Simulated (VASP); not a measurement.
Data:

```xyz
4
Lattice="2.1500 -3.7239 0.0000 2.1500 3.7239 0.0000 0.0000 0.0000 7.0100" Properties=species:S:1:pos:R:3 pbc="T T T"
Cd     2.1500    -1.2413     3.5050
Cd     2.1500     1.2413     0.0000
Se     2.1500    -1.2413     6.1408
Se     2.1500     1.2413     2.6358
```

The numbers are results of PBE GGA, VASP's PBE PAW potentials (set 64) (plane waves; VASP), not measurements. Numerical set-up: 400 eV cut-off, 3×3×2 Monkhorst-Pack mesh, Gaussian smearing of 0.050 eV, potentials Cd Se.

**Question.** What does the run give for the energy per atom (σ→0), pressure?

**Answer.** 
| Property | Result |
|---|---|
| energy per atom (σ→0) | -2682 meV/atom |
| pressure | 3.44 GPa |

The compound is CdSe in the wurtzite structure. The cell was not relaxed at this level. The k-mesh is coarse (spacing up to 0.56 per Å, 2π included), so the numbers may not be converged in it. The run is one of a series of settings (KPOINTS 3×3×2 Monkhorst-Pack mesh against the base run), some of them coarse on purpose.
